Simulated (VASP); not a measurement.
Computed with LDA (Ceperley-Alder, Perdew-Zunger), VASP's LDA PAW potentials (set 64) (plane waves; VASP).

A VASP calculation is set up with these files.

POSCAR:
```
CrO2
1
    4.3561277457     0.0000000000     0.0000000000
    0.0000000000     4.3561277457     0.0000000000
    0.0000000000     0.0000000000     2.8598898582
Cr O
2 4
Direct
  0.0000000000   1.0000000000   0.0000000000
  0.5000000000   0.5000000000   0.5000000000
  0.3029228866   0.3029228866   0.0000000000
  0.8029228866   0.1970771134   0.5000000000
  0.1970771134   0.8029228866   0.5000000000
  0.6970771134   0.6970771134   1.0000000000
```

**INCAR**
```
! general
SYSTEM  = CrO2
PREC    = Accurate
ENCUT   = 520
LREAL   = F
LASPH   = T

! electronic loop
EDIFF   = 1E-7
NELM    = 100
ALGO    = Normal
LMAXMIX = 4

! smearing
ISMEAR  = 1
SIGMA   = 0.1

! spin
ISPIN   = 2
MAGMOM  = 2.0 2.0 -0.0 -0.0 -0.0 -0.0

! ions
IBRION  = 2
NSW     = 30
ISIF    = 4
EDIFFG  = -0.01

! output
LWAVE   = F
LCHARG  = F
LORBIT  = 10
```

File KPOINTS:
```
Regular mesh
0
gamma
 7 7 11
```

POTCAR, in this order: Cr_pv O (LDA.64 set). Program: vasp_std.

What will the output report for the number of irreducible k-points (NKPTS), largest plane-wave count, number of space-group operations, FFT grid (NGX, NGY, NGZ)?

| Item | Result |
|---|---|
| number of irreducible k-points (NKPTS) | 60 |
| largest plane-wave count | 1480 |
| number of space-group operations | 16 |
| FFT grid (NGX, NGY, NGZ) | 32 × 32 × 24 |

The compound is CrO2 in the rutile structure. It was relaxed first.
